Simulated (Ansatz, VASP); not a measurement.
Ag2Pb: VASP beside Ansatz

The input INCAR:

```
SYSTEM = Ag2Pb
ALGO     = Normal         ! electronic algorithm
EDIFF    = 1E-7           ! SCF threshold, eV
ENCUT    = 520            ! plane-wave cutoff, eV
GGA      = PE             ! functional
ISIF     = 2              ! what is computed and relaxed
ISMEAR   = -1             ! smearing method
LASPH    = .True.         ! aspherical terms in the spheres
LCHARG   = .True.         ! write CHGCAR
LDAU     = .True.         ! DFT+U
LDAUJ    = 0 0          
LDAUL    = 2 -1           ! shell
LDAUPRINT= 1            
LDAUTYPE = 2            
LDAUU    = 2 0            ! U, eV
LELF     = .True.         ! ELF
LMAXMIX  = 4              ! l up to which the mixer works
LREAL    = .False.        ! projectors in reciprocal space
LVHAR    = .True.       
LWAVE    = .False.        ! write WAVECAR
NBANDS   = 25             ! bands
NELM     = 150            ! most SCF steps
PREC     = Accurate       ! precision mode
SIGMA    = 0.1            ! smearing width, eV
```

The input KPOINTS:

```
k-points
0
Gamma
  5 5 5
  0 0 0
```

Contents of POSCAR:

```
Ag2Pb
1.0
    4.6473590000      0.0000000000      0.0000000000
   -2.3236800000      4.0247350000      0.0000000000
    0.0000000000      0.0000000000      4.0709840000
Ag Pb
2 1
Direct
    0.3333000000      0.6667000000      0.5000000000
    0.6666000000      0.3333000000      0.5000000000
    0.0000000000      0.0000000000      0.0000000000
```

Input for Ansatz:

```yaml
crystal:
  lattice:
    - [4.647359, 0.0, 0.0]
    - [-2.32368, 4.024735, 0.0]
    - [0.0, 0.0, 4.070984]
  atoms:
    - { symbol: Ag, position: [0.3333, 0.6667, 0.5] }
    - { symbol: Ag, position: [0.6666, 0.3333, 0.5] }
    - { symbol: Pb, position: [0.0, 0.0, 0.0] }
  symmetry: { tolerance: 0.0003 }
kpoints:
  mp_grid: { grid: [5, 5, 5], shift: [0, 0, 0] }
magnetization:
  spin_polarized: false
scf:
  occupations: { method: fermi_dirac }
hamiltonian:
  pseudopotentials: { kind: paw }
  xc: pbe
  hubbard: { sites: [{ species: Ag, l: d, u_eff: 2.0 }], double_counting: fll }
basis:
  ecutwfc: 420
  ecutrho_ratio: 12
output:
  forces: true
  stress: true
  eigenvalues: true
```

The cell was built by a generator and needn't be a form met in nature.

Alike in both runs: task single point; functional PBE; k mesh 5 × 5 × 5; no spin polarisation; Hubbard terms Ag d U = 2.0 eV.

```csv
,VASP,Ansatz
version,VASP 6.6.1,Ansatz 0.2.0
potentials or method,"VASP PAW PBE potentials, release 64 (Ag, Pb_d)",PAW plane waves
plane-wave cutoff (eV),520,420
occupations,"fermi-dirac, width 0.1 eV",fermi-dirac
valence electrons in the cell,36,52
```

Ansatz gave:

* gap on the k mesh at the Fermi level (eV): none
* pressure (GPa): -0.6
* largest component of the traceless stress (GPa): 3.52

Problem. Estimate VASP's values.

Solution. gap on the k mesh at the Fermi level (eV): none; pressure (GPa): -1.4; largest component of the traceless stress (GPa): 3.16.

The programs project onto different local orbitals, so the same U acts differently. A gap of «none» marks a metal or a gap that the smearing closes. The two sets of potentials don't hold the same shells in valence. Ansatz warned: «filled_band_counts_differ_across_k_points».

Caveats: U without spin polarisation on a metal has little footing; the U is typed as a test and isn't derived for this compound. Spin-orbit coupling is left out, which matters for the levels of Pb.
